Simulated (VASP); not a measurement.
A cell of Pt3Ti (L1_2) near equilibrium:

```
Pt3Ti
1.0
    3.94530     0.00000     0.00000
    0.00000     3.94530     0.00000
    0.00000     0.00000     3.94530
Ti Pt
1 3
Cartesian
  0.00000   0.00000   0.00000
  0.00000   1.97265   1.97265
  1.97265   0.00000   1.97265
  1.97265   1.97265   0.00000
```

Calculation: PBE GGA, VASP's PBE PAW potentials (set 64) (plane waves; VASP).

```
run               ΔE (meV/atom)    σxx    σyy    σzz  largest shear component, with its sign (GPa)  largest force (eV/Å)
----------------  -------------  -----  -----  -----  --------------------------------------------  --------------------
as it is                    0.0   0.21   0.21   0.21                                          0.00                 0.000
after one change          195.6  39.54  39.54  39.54                                          0.00                 0.000
```
Stress is in GPa, positive when the cell is compressed.

Task: Name the change that produced these shifts.
A) isotropic strain of -4.0 %
B) biaxial strain of -1.5 % in the yz plane
C) biaxial strain of -2.0 % in the xy plane
D) isotropic strain of -0.5 %

Result: A, isotropic strain of -4.0 %

The compound is Pt3Ti in the L1_2 structure.
